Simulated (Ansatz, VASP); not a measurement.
## Two plane-wave programs on Ca2SnO3

```
Ca Sn O
1.0
     5.80062    0.00000    0.00000
    -2.90031    5.02348    0.00000
     0.00000    0.00000    3.40062
Ca Sn O
2 1 3
Direct
  0.66667 0.33333 0.50000
  0.33333 0.66667 0.50000
  0.00000 0.00000 0.50000
  0.00000 0.50000 0.00000
  0.50000 0.50000 0.00000
  0.50000 0.00000 0.00000
```

Change from the starting cell: species swapped into the DyB2Rh3 type (P6/mmm, No. 191).

Alike in both runs: task single point; functional PBE; k mesh 3 × 3 × 6; occupations gaussian, width 0.1 eV; no spin polarisation.

|  | VASP | Ansatz |
| --- | --- | --- |
| version | VASP 6.6.1 | Ansatz 0.2.0 |
| potentials or method | VASP PAW PBE potentials, release 64 (Ca_sv, Sn_d, O) | scalar-relativistic, plane waves, PAW |
| plane-wave cutoff (eV) | 520 | 420 |
| valence electrons in the cell | 52 | 52 |

Ansatz gave:

* gap on the k mesh at the Fermi level (eV): none
* pressure (GPa): -3.0
* largest component of the traceless stress (GPa): 17.36

Question: What did VASP give for the same quantities?

Answer: gap on the k mesh at the Fermi level (eV): none; pressure (GPa): -2.6; largest component of the traceless stress (GPa): 17.19.

A gap of «none» marks a metal or a gap that the smearing closes.

Caveats: the k mesh is coarse (spacing up to 0.42 Å⁻¹), so the values aren't converged.
